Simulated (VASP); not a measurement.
An input for Ansatz (written as the equivalent of a VASP run, and not itself run):

Ansatz 0.2 input:
```yaml
crystal:
  lattice:
    - [0.0000000, 1.7600000, 1.7600000]
    - [1.7600000, 0.0000000, 1.7600000]
    - [1.7600000, 1.7600000, 0.0000000]
  atoms:
    - { symbol: Ni, position: [0.0000000, 0.0000000, 0.0000000], spin: 0.8 }
kpoints:
  mp_grid: { grid: [16, 16, 16] }
hamiltonian:
  xc: r2scan
  pseudopotentials: { kind: paw }
magnetization: { spin_polarized: true }
scf:
  occupations: { method: methfessel_paxton, width: 0.1 }
  max_iter: 100
relax:
  max_steps: 60
  f_tol: 0.01
  cell: {}
output: { forces: true, stress: true, eigenvalues: true }
```

Task: Write the VASP files for the same calculation (r2SCAN).

Result: One answer among several that fit: 
### KPOINTS
```
K-points
0
gamma
 16 16 16
```

POSCAR:
```
Ni
1.0
  0.0000000000   1.7600000000   1.7600000000
  1.7600000000   0.0000000000   1.7600000000
  1.7600000000   1.7600000000   0.0000000000
Ni
1
direct
  0.0000000000   0.0000000000   0.0000000000
```

INCAR:
```
SYSTEM = Ni
PREC = Accurate
ENCUT = 480
EDIFF = 1E-6
NELM = 100
ALGO = Normal
LREAL = .FALSE.
LASPH = .TRUE.
ISMEAR = 1
SIGMA = 0.1
METAGGA = R2SCAN
LMIXTAU = .TRUE.
LMAXMIX = 4
ISPIN = 2
MAGMOM = 0.8
LORBIT = 10
LWAVE = .FALSE.
LCHARG = .FALSE.
IBRION = 2
ISIF = 3
NSW = 60
EDIFFG = -0.01
```

POTCAR, in this order: Ni (PBE.64 set). Program: vasp_std.

Limits of the translation: each code has its own PAW files, so the cut-off isn't converted (ENCUT is set for VASP's; basis.ecutwfc is left out, and Ansatz then takes the one that its files recommend); Ansatz stops its SCF on the density residual and VASP on the energy change (EDIFF).

The compound is Ni in the fcc structure. This run relaxes it. Symmetry was kept, so distortions that lower it aren't found.
